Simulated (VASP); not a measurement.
Consider the following.

```xyz
2
Lattice="0.0000 2.5236 2.5236 2.5236 0.0000 2.5236 2.5236 2.5236 0.0000" Properties=species:S:1:pos:R:3 pbc="T T T"
Pt     0.0000     0.0000     0.0000
S      2.5236     2.5236     2.5236
```

The numbers are results of PBE GGA, VASP's PBE PAW potentials (set 64) (plane waves; VASP), not measurements. Settings: 400 eV cut-off, Gaussian smearing of 0.050 eV, potentials Pt S.

Question: Give the energies of bands 2 to 10 at the high-symmetry points, in eV from the Fermi level.

Answer: 
| band | Γ | X | U | L | W |
|---|---|---|---|---|---|
| 2 | -3.46 | -6.12 | -6.37 | -8.27 | -6.21 |
| 3 | -3.46 | -4.53 | -5.99 | -6.04 | -5.78 |
| 4 | -3.46 | -3.64 | -5.26 | -6.04 | -5.78 |
| 5 | -3.44 | -3.64 | -3.02 | -2.15 | -1.96 |
| 6 | -3.44 | -2.83 | -1.97 | -2.15 | -1.96 |
| 7 | -2.08 | -1.75 | -1.44 | -1.57 | -1.75 |
| 8 | -2.08 | -1.75 | -1.23 | 2.90 | -1.65 |
| 9 | -2.08 | -1.03 | -0.15 | 2.90 | -1.25 |
| 10 | 1.94 | 0.54 | 3.13 | 3.36 | 5.25 |

It has no gap at this level: it comes out as a metal or semimetal.

The structure was generated: PtS was put into the rock salt type (Fm-3m), which need not be its known phase. It was relaxed first, which changed the volume by -9 %.
